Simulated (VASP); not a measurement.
An input for Quantum ESPRESSO's pw.x (written as the equivalent of a VASP run, and not itself run):

```
&CONTROL
  calculation = 'vc-relax'
  pseudo_dir = './pseudo'
  outdir = './out'
  tprnfor = .true.
  tstress = .true.
  nstep = 60
  forc_conv_thr = 0.00039
/
&SYSTEM
  ibrav = 0
  nat = 2
  ntyp = 2
  ecutwfc = 58
  occupations = 'smearing'
  smearing = 'gaussian'
  degauss = 0.003675
  input_dft = 'rpbe'
/
&ELECTRONS
  conv_thr = 7.3e-08
  electron_maxstep = 100
/
&IONS
/
&CELL
/
ATOMIC_SPECIES
  Cs 132.905 Cs.upf
  Cl 35.450 Cl.upf
CELL_PARAMETERS angstrom
     4.3775416   -0.0000000    0.0000000
     0.0000000    4.3775416   -0.0000000
     0.0000000    0.0000000    4.3775416
ATOMIC_POSITIONS crystal
  Cs   0.0000000  0.0000000  0.0000000
  Cl   0.5000000  0.5000000  0.5000000
K_POINTS automatic
  6 6 6 0 0 0
```

Question: Write the VASP files for the same calculation (RPBE).

Answer: This is not unique; one that fits is 
INCAR:
```
SYSTEM  =  CsCl
PREC  =  Accurate; ENCUT  =  520; LREAL  =  .False.
LASPH  =  .True.
EDIFF  =  1E-6; NELM  =  100; ALGO  =  Normal
LMAXMIX  =  4
ISMEAR  =  0; SIGMA  =  0.05
GGA  =  RP
IBRION  =  2; NSW  =  60; ISIF  =  3
EDIFFG  =  -0.01
LWAVE  =  .False.; LCHARG  =  .False.
```

### KPOINTS
```
Automatic mesh
0
Gamma
6 6 6
0 0 0
```

### POSCAR
```
CsCl
1.0
  4.3775416306   0.0000000000   0.0000000000
  0.0000000000   4.3775416306   0.0000000000
  0.0000000000   0.0000000000   4.3775416306
Cs Cl
1 1
Cart
  0.0000000000   0.0000000000   0.0000000000
  2.1887708153   2.1887708153   2.1887708153
```

POTCAR, in this order: Cs_sv Cl (PBE.64 set). Program: vasp_std.

The two are equivalent in intent, not identical: the potentials are each code's own (VASP's PAW set, PseudoDojo norm-conserving files in pw.x), so ENCUT and ecutwfc are chosen apart and not converted; conv_thr bounds pw.x's estimated SCF error, while EDIFF bounds the energy change between steps; forc_conv_thr acts on force components and is met together with etot_conv_thr.

The compound is CsCl in the CsCl type structure. This run relaxes it. Symmetry was kept, so distortions that lower it aren't found. The start is the result of an earlier pass.
